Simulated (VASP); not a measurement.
Computed with revPBE GGA, VASP's PBE PAW potentials (set 64) (plane waves; VASP).

VASP ran on this input.

**INCAR**
```
! general
SYSTEM=CaF2
PREC  =Accurate
ENCUT =520   ! plane-wave cut-off (eV)
LREAL =.FALSE.
LASPH =.TRUE.   ! aspherical one-centre terms

! electronic loop
EDIFF =1E-7   ! SCF stop (eV)
NELM  =100
ALGO  =Normal

! smearing
ISMEAR=0   ! Gaussian
SIGMA =0.05   ! width (eV)

! functional
GGA   =RE   ! revPBE

! ions
ISIF  =2   ! forces and stress, cell fixed

! output
LWAVE =.FALSE.
LCHARG=.FALSE.
```

File KPOINTS:
```
Automatic mesh
0
Gamma
7 7 7
0 0 0
```

**POSCAR**
```
CaF2
3.9536820
  0.0000000000   0.7071067495   0.7071067495
  0.7071067495   0.0000000000   0.7071067495
  0.7071067495   0.7071067495   0.0000000000
Ca F
1 2
Cart
  0.0000000000   0.7071067495   0.7071067495
  0.3535533748   0.3535533748   0.3535533748
  1.0606601243   1.0606601243   1.0606601243
```

POTCAR, in this order: Ca_sv F (PBE.64 set). Program: vasp_std.

Task: What does the run give for the energy per atom (σ→0)?

Result: 
```yaml
energy per atom (σ→0): -5.522 eV/atom
```

OSZICAR:
```
...
DAV:  10    -0.165656016558E+02   -0.15053E-02   -0.29483E-03   752   0.402E-01    0.351E-02
DAV:  11    -0.165656314646E+02   -0.29809E-04   -0.19481E-04   888   0.117E-01    0.146E-02
DAV:  12    -0.165656558502E+02   -0.24386E-04   -0.58506E-05   672   0.640E-02    0.593E-03
DAV:  13    -0.165656562896E+02   -0.43937E-06   -0.83052E-06  1008   0.224E-02    0.522E-03
DAV:  14    -0.165656552927E+02    0.99684E-06   -0.16510E-06   776   0.144E-02    0.294E-04
DAV:  15    -0.165656554107E+02   -0.11794E-06   -0.10890E-07   632   0.334E-03    0.382E-04
DAV:  16    -0.165656553734E+02    0.37305E-07   -0.27856E-08   528   0.158E-03
   1 F= -.16565655E+02 E0= -.16565655E+02  d E =-.120702E-16
```

The compound is CaF2 in the fluorite structure. It was relaxed first, which changed the volume by +7 %.
